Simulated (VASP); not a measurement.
Given:

```
Ta
1.0
   -1.64590     1.64590     1.64590
    1.64590    -1.64590     1.64590
    1.64590     1.64590    -1.64590
Ta
1
Direct
  0.00000   0.00000   0.00000
```

The numbers are results of PBE GGA, VASP's PBE PAW potentials (set 64) (plane waves; VASP 6.6.1), not measurements. Run with 500 eV cut-off, 15×15×15 Γ-centred mesh, first-order Methfessel-Paxton smearing of 0.10 eV, potentials Ta_pv.

Unless said otherwise, spin-orbit coupling is left out, though it shifts the bands of the heavy elements here.

### Question
What does the run give for the energy per atom (σ→0), pressure, band gap (on the k-mesh) with the smallest direct gap where there is one?

### Answer

```
Property                                                    Result
------------------------  ----------------------------------------
band gap (on the k-mesh)  none (metal, semimetal or under 0.01 eV)
energy per atom (σ→0)                              -11.805 eV/atom
pressure                                                  4.85 GPa
```

The compound is Ta in the bcc structure. It was relaxed first under an external pressure of 5 GPa.
